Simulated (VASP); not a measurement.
Set up this calculation in VASP 6.6.1, as the native input.

```
Task                   : relaxation of cell and atoms
Functional             : BLYP
Potentials or basis    : VASP PAW PBE potentials, release 64 (Y_sv, Ge_d)
Cutoff                 : 600 eV
k mesh                 : 6 × 6 × 6
Occupations            : fermi-dirac, width 0.05 eV
Spin                   : no spin polarisation
Further INCAR settings : ALGO = Normal; EDIFF = 1e-07; IBRION = 2; EDIFFG = -0.01; NSW = 40; ISIF = 3
```

The structure of Y3Ge lies in POSCAR:

```
Y3Ge
1.0
   -2.2653940000      2.2653940000      5.1970200000
    2.2653940000     -2.2653940000      5.1970200000
    2.2653940000      2.2653940000     -5.1970200000
Y Ge
3 1
Direct
    0.5000000000      0.5000000000      0.0000000000
    0.2500000000      0.7500000000      0.5000000000
    0.7500000000      0.2500000000      0.5000000000
    0.0000000000      0.0000000000      0.0000000000
```

The cell comes from a database or a generator and needn't be the stable form of this composition.

These files were run (other wordings do the same):

INCAR

```
SYSTEM = Y3Ge
PREC = Accurate
ENCUT = 600
EDIFF = 1E-7
ISMEAR = -1
SIGMA = 0.05
LREAL = .FALSE.
LASPH = .TRUE.
NELM = 60
ALGO = Normal
ISIF = 3
LWAVE = .FALSE.
LCHARG = .FALSE.
GGA = B5
ALDAX = 1.0
AGGAX = 1.0
AGGAC = 1.0
ALDAC = 0.0
IBRION = 2
NSW = 40
EDIFFG = -0.01
```

KPOINTS

```
Automatic mesh
0
G
  6 6 6
  0 0 0
```

Potentials or basis: VASP PAW PBE potentials, release 64 (Y_sv, Ge_d).

The run is started by

```sh
$ cat potpaw_PBE.64/Y_sv/POTCAR potpaw_PBE.64/Ge_d/POTCAR > POTCAR
$ mpirun -np 1 vasp_std > vasp.out
```

Results of the run:

The relaxed volume is 27.78 Å³/atom. The relaxed cell is a = 6.223 Å, b = 6.223 Å, c = 6.223 Å, α = 136.90°, β = 136.90°, γ = 62.59° and the space group after relaxing (to 0.05 Å) is I4/mmm (No. 139). The energy gained by relaxing is 7.1 meV/atom. The ionic steps are 5, the pressure after relaxing is 0.0 GPa and the band gap on the k mesh is none (metal or under the smearing width).

Caveat: the PAW data sets were made with another functional, which shifts forces and pressure a little.

Wall time 15 min on 1 thread of Intel(R) Xeon(R) 6975P-C (Granite Rapids), with other jobs on the host, peak memory 0.46 GiB.
